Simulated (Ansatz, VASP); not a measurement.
**BeHg2: VASP beside Ansatz**

Wanted: the spread between two codes on one cell, functional and k mesh. The cell is generated by rule, not measured, and may not be a known phase. The two relaxations start from unlike cells of this crystal (the structure described is Ansatz's start), so only their ends are compared.

Main program and level: Ansatz 0.2.0; plane waves, with VASP 6.6.1 beside it; relaxation of cell and atoms at LDA.

The structure was built from a prototype and need not be the compound's stable phase.

### 1. Starting point

The structure is trigonal, space group P-3m1 (No. 164). The conventional cell has a = 4.599 Å, b = 4.599 Å, c = 3.054 Å, α = 90.00°, β = 90.00°, γ = 120.00°. Nearest to Be lie 6 Hg at 2.66 Å. Nearest to Hg lie 3 Be at 2.66 Å and 3 Hg at 2.68 Å. Farther neighbours are not listed.

As a file:

```xyz
3
Lattice="4.5994 0.0000 0.0000 -2.2997 3.9832 0.0000 0.0000 0.0000 3.0544" Properties=species:S:1:pos:R:3 pbc="T T T"
Be    0.0000    0.0000    0.0000
Hg    2.2997    1.3277    2.8920
Hg    0.0000    2.6555    0.1624
```

### 2. VASP: relaxation of cell and atoms, LDA

The relaxed volume is the usual yardstick between codes: in a stiff, nearly cubic crystal its relative difference is about their pressure difference at one cell divided by the bulk modulus.

Lines of VASP's logs that name or quote its potential files are left out, and so is its time.

INCAR

```
SYSTEM = BeHg2
PREC = Accurate
ENCUT = 600
EDIFF = 1E-07
NELM = 120
ISMEAR = 0
SIGMA = 0.1
LREAL = .FALSE.
ALGO = Normal
GGA = CA
NBANDS = 19
LORBIT = 11
LWAVE = .FALSE.
LCHARG = .FALSE.
ISIF = 3
IBRION = 2
NSW = 80
EDIFFG = -0.005
LASPH = .TRUE.
GGA_COMPAT = .FALSE.
NELMIN = 4
KPAR = 2
```

POSCAR

```
BeHg2
1.0
    4.6093578231     -0.0000000006      0.0000000000
   -2.3046794132      3.9918208088      0.0000000000
    0.0000000000      0.0000000000      3.2262247694
Be Hg
1 2
Direct
    0.0000000000      0.0000000000      0.0000000000
    0.6666668116      0.3333333333      0.9965473367
    0.3333334058      0.6666666667      0.0034526633
```

KPOINTS

```
Automatic mesh
0
Gamma
12 12 14
0 0 0
```

Potentials, in the order of the species: Be and Hg (LDA family, release 64).

Started as:

```sh
mpirun -np 2 vasp_std
```

Numbers of over 12 decimals in the logs are rounded to 6 here.

The program printed:

```text
[banner, memory and clock lines left out]
running    2 mpi-ranks, on    1 nodes
 distrk:  each k-point on    1 cores,    2 groups
 distr:  one band on    1 cores,    1 groups

 POSCAR found type information on POSCAR BeHg
 POSCAR found :  2 types and       3 ions
 LDA part: xc-table for (Slater(with rela. corr.)+CA(PZ))
 , standard interpolation
 POSCAR, INCAR and KPOINTS ok, starting setup
 FFT: planning ... GRIDC
 FFT: planning ... GRID_SOFT
 FFT: planning ... GRID
 WAVECAR not read
 entering main loop
       N       E                     dE             d eps       ncg     rms          rms(c)
DAV:   1     0.200305653731E+03    0.20031E+03   -0.14361E+04  8512   0.146E+03
DAV:   2     0.241265924840E+00   -0.20006E+03   -0.19132E+03  8740   0.341E+02
DAV:   3    -0.532655120284E+01   -0.55678E+01   -0.55374E+01 10122   0.621E+01
DAV:   4    -0.534521273161E+01   -0.18662E-01   -0.18649E-01  9289   0.315E+00
DAV:   5    -0.534524583955E+01   -0.33108E-04   -0.33108E-04  9450   0.135E-01    0.956E+00
DAV:   6    -0.482116587603E+01    0.52408E+00   -0.13641E+00 10483   0.123E+01    0.685E+00
DAV:   7    -0.478926162378E+01    0.31904E-01   -0.10634E-01  8991   0.219E+00    0.325E+00
DAV:   8    -0.478057937437E+01    0.86822E-02   -0.88778E-03  9017   0.101E+00    0.120E-01
DAV:   9    -0.478044694038E+01    0.13243E-03   -0.53957E-04  9547   0.260E-01    0.363E-02
DAV:  10    -0.478044534100E+01    0.15994E-05   -0.55556E-05  9249   0.479E-02    0.144E-02
DAV:  11    -0.478044760063E+01   -0.22596E-05   -0.58483E-06  9672   0.230E-02    0.538E-03
DAV:  12    -0.478044736495E+01    0.23568E-06   -0.10317E-06  9984   0.860E-03    0.115E-03
DAV:  13    -0.478044737013E+01   -0.51832E-08   -0.33946E-08  4974   0.115E-03
   1 F= -.47804474E+01 E0= -.47785869E+01  d E =-.478045E+01
 curvature:   0.00 expect dE= 0.000E+00 dE for cont linesearch  0.000E+00
 trial: gam= 0.00000 g(F)=  0.124E-05 g(S)=  0.167E-04 ort = 0.000E+00 (trialstep = 0.100E+01)
 search vector abs. value=  0.180E-04
 bond charge predicted
       N       E                     dE             d eps       ncg     rms          rms(c)
DAV:   1    -0.478070183689E+01   -0.25447E-03   -0.50437E-03  9006   0.779E-01    0.108E-01
DAV:   2    -0.478046800923E+01    0.23383E-03   -0.65512E-04  9033   0.313E-01    0.384E-02
DAV:   3    -0.478045573858E+01    0.12271E-04   -0.38336E-05  8878   0.549E-02    0.334E-02
DAV:   4    -0.478045301725E+01    0.27213E-05   -0.62283E-06  9062   0.164E-02    0.263E-03
DAV:   5    -0.478045276150E+01    0.25575E-06   -0.12656E-06  9390   0.115E-02    0.157E-03
DAV:   6    -0.478045275969E+01    0.18113E-08   -0.11013E-07  4520   0.361E-03
   2 F= -.47804528E+01 E0= -.47785913E+01  d E =-.538955E-05
 trial-energy change:   -0.000005  1 .order   -0.000006   -0.000018    0.000006
 step:   0.7205(harm=  0.7535)  dis= 0.00012  next Energy=    -4.780454 (dE=-0.622E-05)
 bond charge predicted
       N       E                     dE             d eps       ncg     rms          rms(c)
DAV:   1    -0.478047320505E+01   -0.20444E-04   -0.39552E-04  8997   0.218E-01    0.301E-02
DAV:   2    -0.478045489496E+01    0.18310E-04   -0.51468E-05  9030   0.877E-02    0.106E-02
DAV:   3    -0.478045394084E+01    0.95412E-06   -0.30019E-06  8833   0.153E-02    0.925E-03
DAV:   4    -0.478045372910E+01    0.21175E-06   -0.48467E-07  8649   0.457E-03    0.751E-04
DAV:   5    -0.478045370906E+01    0.20037E-07   -0.10097E-07  4334   0.329E-03
   3 F= -.47804537E+01 E0= -.47785925E+01  d E =-.633893E-05
 curvature:  -0.37 expect dE=-0.216E-05 dE for cont linesearch -0.179E-07
 trial: gam= 0.27365 g(F)=  0.127E-05 g(S)=  0.458E-05 ort = 0.933E-06 (trialstep = 0.944E+00)
 search vector abs. value=  0.770E-05
 reached required accuracy - stopping structural energy minimisation
```

From OUTCAR (step 2):

```text
ion  position               nearest neighbor table
   1  0.000  0.000  0.000-   3 2.66   2 2.66   3 2.66   2 2.66   2 2.66   3 2.66
   2  0.667  0.333  0.997-   1 2.66   1 2.66   1 2.66   3 2.66   3 2.66   3 2.66
   3  0.333  0.667  0.003-   1 2.66   1 2.66   1 2.66   2 2.66   2 2.66   2 2.66

  LATTYP: Found a hexagonal cell.
 ALAT       =     4.6093578231
 C/A-ratio  =     0.6999293379

 Subroutine GETGRP returns: Found 12 space group operations
 (whereof 12 operations were pure point group operations)

The static configuration has the point symmetry D_3d.

 Found    224 irreducible k-points:

   k-points           NKPTS =    224   k-points in BZ     NKDIM =    224   number of bands    NBANDS=     19

   dimension x,y,z NGX =    40 NGY =   40 NGZ =   28
   dimension x,y,z NGXF=    80 NGYF=   80 NGZF=   56

   ENCUT  =  600.0 eV  44.10 Ry    6.64 a.u.   9.21  9.21  6.44*2*pi/ulx,y,z

   NELECT =      26.0000    total number of electrons

 k-points in reciprocal lattice and weights: Automatic mesh
   0.00000000  0.00000000  0.00000000       0.000
   0.08333333  0.00000000  0.00000000       0.003
   0.16666667  0.00000000  0.00000000       0.003
   0.25000000  0.00000000  0.00000000       0.003
   0.33333333  0.00000000  0.00000000       0.003
   0.41666667  0.00000000  0.00000000       0.003
   0.50000000  0.00000000  0.00000000       0.001
   0.08333333  0.08333333  0.00000000       0.003
   0.16666667  0.08333333  0.00000000       0.006
[...]
0.33333333  0.25000000  0.50000000       0.006
   0.33333333  0.33333333  0.50000000       0.001

 average (electrostatic) potential at core
       1 -35.1580       2 -41.2507       3 -41.2507

 E-fermi :   3.2461

 k-point     1 :       0.0000    0.0000    0.0000
  band No.  band energies     occupation
    ...
      7      -4.4524      2.00000
      8      -4.4524      2.00000
      9      -4.3550      2.00000
     10      -3.4377      2.00000
     11      -3.4377      2.00000
     12       4.6797      0.00000
     13       4.8652      0.00000
     14       5.0883      0.00000
     15       5.0883      0.00000
     16       5.4119      0.00000
    ...

 k-point     2 :       0.0833    0.0000    0.0000
  band No.  band energies     occupation
    ...
      7      -4.4612      2.00000
      8      -4.4437      2.00000
      9      -4.3605      2.00000
     10      -3.4543      2.00000
     11      -3.4274      2.00000
     12       3.3926      0.03829
     13       4.2074      0.00000
     14       4.4565      0.00000
     15       5.5466      0.00000
     16       6.3600      0.00000
    ...

 k-point     3 :       0.1667    0.0000    0.0000
  band No.  band energies     occupation
    ...
      9      -4.3326      2.00000
     10      -3.4995      2.00000
     11      -3.4000      2.00000
     12       1.8381      2.00000
     13       3.2662      0.77659
     14       4.1862      0.00000
     15       6.2522      0.00000
     16       7.5081      0.00000
     17       7.7801      0.00000
     18       8.6915      0.00000
    ...

  Total       -0.0076127     -0.0076127      0.0129849      0.0000000      0.0000000      0.0000000
  in kB       -0.2053351     -0.2053350      0.3502363      0.0000000      0.0000000      0.0000000
  external PRESSURE =      -0.0201446 kB  Pullay stress =       0.0000000 kB

  energy-cutoff  :      600.00
  volume of cell :       59.40
      direct lattice vectors                 reciprocal lattice vectors
     4.610323070 -0.000000001 -0.000000000     0.216904539  0.125229926 -0.000000000
    -2.305162037  3.992656737  0.000000000     0.000000000  0.250459798 -0.000000000
     0.000000000  0.000000000  3.226958989    -0.000000000 -0.000000000  0.309889281

 POSITION                                       TOTAL-FORCE (eV/Angst)
 -----------------------------------------------------------------------------------
      0.00000      0.00000      3.22696        -0.000000     -0.000000      0.000000
      2.30516      1.33089      3.21594        -0.000000      0.000000      0.003628
     -0.00000      2.66177      0.01102         0.000000     -0.000000     -0.003628
 -----------------------------------------------------------------------------------
    total drift:                               -0.000337      0.000000      0.000000

  FREE ENERGIE OF THE ION-ELECTRON SYSTEM (eV)
  ---------------------------------------------------
  free  energy   TOTEN  =        -4.7804537091 eV

  energy  without entropy=       -4.7767313661  energy(sigma->0) =       -4.77859254

 reached required accuracy - stopping structural energy minimisation

 total charge
# of ion       s       p       d       tot
------------------------------------------
    1        0.356   0.408   0.000   0.764
    2        0.837   0.524   9.281  10.642
    3        0.837   0.524   9.281  10.642
--------------------------------------------------
tot          2.030   1.456  18.562  22.048

[... 3 further parts left out ...]
```

CONTCAR:

```
BeHg2
   1.00000000000000
     4.6103230703779019   -0.0000000007215534   -0.0000000000000000
    -2.3051620370491612    3.9926567374229540    0.0000000000000000
     0.0000000000000000    0.0000000000000000    3.2269589893773860
  Be              Hg
     1     2
Direct
     0.0000000000000000    0.0000000000000000    1.0000000000000000
     0.6666668116000025    0.3333333332999970    0.9965860136421261
     0.3333334057999977    0.6666666667000030    0.0034139863578739
```

The run keeps the 12 symmetry operations of its start, so it cannot find a distortion of lower symmetry.

### 3. Ansatz: relaxation of cell and atoms, LDA

Ansatz runs on norm-conserving files, of PseudoDojo where its log says so.

Its own start cell and the same functional (in two slightly different forms), mesh and smearing now go to Ansatz, which takes its cutoff from its data sets.

input.yaml

```yaml
crystal:
  lattice:
    - [4.59942, 0.0, 0.0]
    - [-2.29971, 3.98322, 0.0]
    - [0.0, 0.0, 3.05437]
  atoms:
    - { symbol: Be, position: [0.0, 0.0, 0.0] }
    - { symbol: Hg, position: [0.66666667, 0.33333333, 0.946832] }
    - { symbol: Hg, position: [0.33333333, 0.66666667, 0.053168] }
kpoints:
  mp_grid: { grid: [12, 12, 14] }
hamiltonian:
  xc: lda
  pseudopotentials: { kind: nc }
scf:
  occupations: { method: gaussian, width: 0.1 }
output:
  forces: true
  stress: true
  eigenvalues: true
  write_density: true
  write_potential: true
  elf: true
  volumetric_format: npy
relax:
  adjacent_minimum: "off"
  f_tol: 0.005
  max_steps: 80
  cell: { stress_tol: 0.05 }
```

Started as:

```sh
ansatz run input.yaml --threads 8 --pin off --max-ram 14336MiB --backend cpu --events-out ev --progress --plain --runs-dir out
```

The program printed:

```text
Engine: ansatz 0.2.0, aarch64-unknown-linux-gnu
Pseudopotentials: kind: nc
Pseudopotential: Be, nc, valence charge 4, recommended cutoff 1197.300995 eV (normal), Be.nc.azcp (PseudoDojo's, or run here from an input of PseudoDojo's: the run reads no file of this project's for it)
Pseudopotential: Hg, nc, valence charge 20, recommended cutoff 816.341587 eV (normal), Hg.nc.azcp (PseudoDojo's, or run here from an input of PseudoDojo's: the run reads no file of this project's for it)
Functional definition: SPW92
  exchange = slater_x
  correlation = pw_c
Crystal: 3 atoms, lattice volume = 55.958 Å³
Basis set: ecut = 1197.300995 eV, 5243 PW (Γ)
Bands: 27, of which v1, the nominal top of the filled ones, is band 22 counted from 1 (21 counted from 0)
Symmetry: 12 space group operations
Space group: P-3m1 (ITA 164), of the structure as read, at distance tolerance 3.8e-5 Å
k-points: 224 of 2016
Non-local potential: Be, projectors of the file, l = 0: 2, l = 1: 2
Non-local potential: Hg, projectors of the file, l = 0: 2, l = 1: 2, l = 2: 2, l = 3: 1
Initial density: superposition of atomic densities (chi_scale 0.1, normalization cell, long waves kept (reshape's long-wave potential 0.00 eV rms))
Initial wavefunctions: pseudopotential atomic-orbital guess
Functional: x = slater, c = lda
SCF iter   1: F=—  HF=-9449.235886 eV  |F-HF|=—  |Δ(HF+E_count)|=         —  Δρ=5.32e-2  dr2=2.92e0  ethr=3.10e-3  ⟨swp⟩=7.0  Hψ=31349  notcnv=0
preconditioner: auto → Kerker (q_TF=auto, 2.621 Å⁻¹)  [metal: Δε(μ)=0.026 eV  Ē_g=10.233 eV  σ=0.100 eV  W_gap=0.15  n_scr=20 (ndim 8)  ℏωp=25.3 eV  f_vac=0.000  D(μ)=0.65/eV (n_scr^D=0)]
SCF iter   2: F=—  HF=-9448.583087 eV  |F-HF|=—  |Δ(HF+E_count)|=   6.53e-1  Δρ=2.68e-2  dr2=7.42e-1  ethr=3.10e-3  ⟨swp⟩=3.9  Hψ=12148  notcnv=0  defer=180
SCF iter   3: F=—  HF=-9448.365438 eV  |F-HF|=—  |Δ(HF+E_count)|=   2.18e-1  Δρ=5.57e-3  dr2=3.08e-2  ethr=1.69e-3  ⟨swp⟩=3.1  Hψ=8834  notcnv=0  defer=182
SCF iter   4: F=—  HF=-9448.359296 eV  |F-HF|=—  |Δ(HF+E_count)|=   6.14e-3  Δρ=1.63e-3  dr2=1.32e-3  ethr=6.99e-5  ⟨swp⟩=2.5  Hψ=10916  notcnv=0  defer=168
SCF iter   5: F=—  HF=-9448.359114 eV  |F-HF|=—  |Δ(HF+E_count)|=   1.82e-4  Δρ=5.62e-4  dr2=1.05e-4  ethr=3.01e-6  ⟨swp⟩=2.0  Hψ=10771  notcnv=0  defer=168
SCF iter   6: F=—  HF=-9448.359086 eV  |F-HF|=—  |Δ(HF+E_count)|=   2.78e-5  Δρ=9.39e-5  dr2=3.93e-6  ethr=2.40e-7  ⟨swp⟩=2.0  Hψ=9764  notcnv=0  defer=168
SCF iter   7: F=—  HF=-9448.359060 eV  |F-HF|=—  |Δ(HF+E_count)|=   2.62e-5  Δρ=1.23e-5  dr2=5.26e-8  ethr=2.27e-10  ⟨swp⟩=17.4  Hψ=65288  notcnv=0
SCF iter   8: F=-9448.359060 eV  HF=-9448.359060 eV  |F-HF|=1.66e-9  |Δ(HF+E_count)|=   8.36e-9  Δρ=2.39e-6  dr2=4.24e-9  ethr=1.20e-10  ⟨swp⟩=7.9  Hψ=47815  notcnv=0
SCF 1 converged in 8 iterations: F = -9448.359060 eV  dr2 = 4.24e-9
relax step   1: F+E_penalty+E_count = -9448.35906024 eV  Δ(F+E_penalty+E_count) = +0.000e0 eV  max|allowed force component| = 9.209e-2 eV/Å  Δτ_max = 0.0000 Å  P = +0.805 GPa  Ω = 55.958 Å³  (8 SCF iters, dr2 threshold 1.00e-7 eV, accepted)
[...]
relax step   2: F+E_penalty+E_count = -9448.39599490 eV  Δ(F+E_penalty+E_count) = -3.693e-2 eV  max|allowed force component| = 6.621e-2 eV/Å  Δτ_max = 0.0411 Å  P = -0.581 GPa  Ω = 58.462 Å³  energy of the carried Pulay correction = -1.487e-4 eV  (6 SCF iters, dr2 threshold 3.00e-7 eV, accepted)
[...]
relax step   5: F+E_penalty+E_count = -9448.40437730 eV  Δ(F+E_penalty+E_count) = -9.609e-5 eV  max|allowed force component| = 6.541e-4 eV/Å  Δτ_max = 0.0098 Å  P = -0.066 GPa  Ω = 58.630 Å³  energy of the carried Pulay correction = -1.584e-4 eV  (5 SCF iters, dr2 threshold 6.50e-8 eV, accepted)
[...]
relax step   6: F+E_penalty+E_count = -9448.40438977 eV  Δ(F+E_penalty+E_count) = -1.247e-5 eV  max|allowed force component| = 2.088e-5 eV/Å  Δτ_max = 0.0012 Å  P = +0.000 GPa  Ω = 58.586 Å³  energy of the carried Pulay correction = -1.558e-4 eV  (4 SCF iters, dr2 threshold 1.87e-8 eV, accepted)
[...]
relax step   7: F+E_penalty+E_count = -9448.40438983 eV  Δ(F+E_penalty+E_count) = -5.793e-8 eV  max|allowed force component| = 2.757e-5 eV/Å  Δτ_max = 0.0000 Å  P = +0.000 GPa  Ω = 58.585 Å³  energy of the carried Pulay correction = -1.558e-4 eV  (5 SCF iters, accepted)
[...]
relax step   8: F+E_penalty+E_count = -9448.40483882 eV  Δ(F+E_penalty+E_count) = -4.490e-4 eV  max|allowed force component| = 2.830e-5 eV/Å  Δτ_max = 0.0000 Å  P = +0.020 GPa  Ω = 58.585 Å³  stress off target by 4.39e-2 GPa  SCF on the basis re-selected at this cell (its energy is not comparable with the rows above)  (5 SCF iters)
basis re-selected at this cell: Δ(F+E_penalty+E_count) = -4.490e-4 eV, ΔP = +0.020 GPa vs the last step (what re-selecting the basis moved, of the pressure what is left beyond the Pulay correction that the steps carried, after the strain that the cell walked since its last selection, with what the two solves' SCF thresholds leave and, on support functions, any second-order correction that the steps lacked; it is no measure of the basis error at this ecutwfc). The dense FFT grid was sized anew with the basis: this SCF ran on 54×54×40 points, the steps before it on 54×54×36, so part of this shift can come from that change (see relax.cell in the input reference). [rest of the remark cut]
SCF converged after 5 iterations
Free energy (F): -9448.404839 eV
Harris-Foulkes:  -9448.404839 eV  (|F-HF|=3.64e-12)
Internal energy: -9448.401227 eV  (E = F + TS)
E sigma→0 (E₀):  -9448.403033 eV
Entropy (-TS):   -0.003612 eV (-1.204 meV/atom)
Fermi energy:    13.195425 eV
--- Per-component energies (eV) ---
  E_band       = -1034.462551
  E_kinetic    = 2817.589801
  E_local      = -7849.105479  (includes V_loc(G=0)·N_el)
  E_nonlocal   = 93.811366
  E_hartree    = 2544.199009
  E_xc         = -1556.594454
  E_vxc        = -1185.156225  (∫ρ·V_xc dr)
  E_ewald      = -5498.301470
  E_smearing   = -0.003612  (= −TS)
  E_closure    = 0.000000  (closes the sum)
  Σ components = -9448.404839   (vs F -9448.404839, Δ=0.00e0)
--- Forces (eV/Å), atoms counted from 1 ---
  atom   1  Be     0.00000000     0.00000000     0.00000000
  atom   2  Hg     0.00000000     0.00000000     0.00002830
  atom   3  Hg    -0.00000000    -0.00000000    -0.00002830
  max |Σ_I F_I| component: 7.40e-17 eV/Å
--- Stress (GPa, compression-positive) ---
        0.008575      -0.000000       0.000000
       -0.000000       0.008575      -0.000000
        0.000000      -0.000000       0.043930
  P = ⅓ Tr σ = 0.0204 GPa (0.204 kbar)
--- Band table (eV; the first three rows and the last of 224) ---
  k-point 0: bands = [... 18 lower, 6.5344, 6.5344, 14.6297, 14.8437, 15.0717, 15.0717, 15.4349, 15.4349, ... 1 higher]
  k-point 1: bands = [... 18 lower, 6.5141, 6.5141, 14.6371, 14.8876, 15.1716, 15.1716, 15.4855, 15.4855, ... 1 higher]
  k-point 2: bands = [... 18 lower, 6.4573, 6.4573, 14.5772, 15.0250, 15.4577, 15.4577, 15.6335, 15.6335, ... 1 higher]
  k-point 223: bands = [... 18 lower, 7.2967, 9.6864, 9.6864, 10.7857, 13.5102, 13.7844, 13.7844, 19.8926, ... 1 higher]
--- Relaxed structure (7 steps of the walk, 7 accepted, 1 SCFs on fresh bases) ---
  F+E_penalty+E_count = -9448.40483882 eV   max|allowed force component| = 2.830e-5 eV/Å   (the final SCF, on the basis selected at the relaxed cell)
  cell:  # Å, volume = 58.5854 Å³
    - [4.585272, 0, 2.969227499108958e-17]
    - [-2.292636, 3.970962, -1.4846137495544787e-17]
    - [1.9717949668677196e-17, 0, 3.217576]
  atoms:
    - { symbol: Be, position: [0, 0, -9.4658007814858e-19] }
    - { symbol: Hg, position: [0.666667, 0.333333, 0.999980] }
    - { symbol: Hg, position: [0.333333, 0.666667, 2.0000661869941746e-5] }
```

Reading the cycles: dr2 is the Hartree energy of the density residual (eV), the measure of convergence; HF is the Harris–Foulkes estimate of the energy, which meets the free energy F at convergence.

### 4. Comparison

Known differences besides the potentials themselves: the two LDA forms differ slightly; the data sets hold 44 valence electrons in Ansatz (on norm-conserving files, of PseudoDojo where its log says so) and 26 in VASP; the cutoff is 1197.3 eV in Ansatz and 600 eV in VASP; VASP's log shows a relativistic correction to its local exchange, Ansatz's none; Ansatz adds a Pulay correction to the stress that steers its cell, VASP none. Total energies have different zeros and are not compared.

Compared:

```tsv
quantity	Ansatz	VASP	difference
volume (Å³)	58.59	59.40	-1.37 %
edge a after relaxation, in the typed setting (Å)	4.585	4.610	-0.54 %
edge c after relaxation, in the typed setting (Å)	3.218	3.227	-0.29 %
```

Found at a tolerance of 0.01 Å, the end structures differ in symmetry: P6/mmm in Ansatz, P-3m1 in VASP; the atoms lie within 0.05 Å of each other, which can come from where the walks stopped or from unlike electronic states.

### 5. Results

* difference in volume (relaxation of cell and atoms, LDA): -1.4 %

The difference in volume is -1.4 % (relaxation of cell and atoms, LDA), beyond the 1.2 % picked in this series as the mark of a large difference, as far as the stopping tolerances let one tell. The data sets hold unlike numbers of valence electrons (44 in Ansatz and 26 in VASP), so part of the differences comes from the potentials. What causes the difference of the relaxation of cell and atoms, LDA pair stays open here. 3 further runs of this series are not shown here. How closely two codes agree says nothing of how well the functional describes the real material.

[Lines on the potential files, build, host, timing and source positions are cut from VASP's logs without a mark.]

[Logs are printed without paths, hosts, clocks, repeated set-up lines and the standing remarks that a program may print on its own settings, such as how far it seeks lower states.]

[Hosts, paths, dates, database ids (printed as entryN), source tags and the programs' standing remarks are cut or masked in the printed files.]
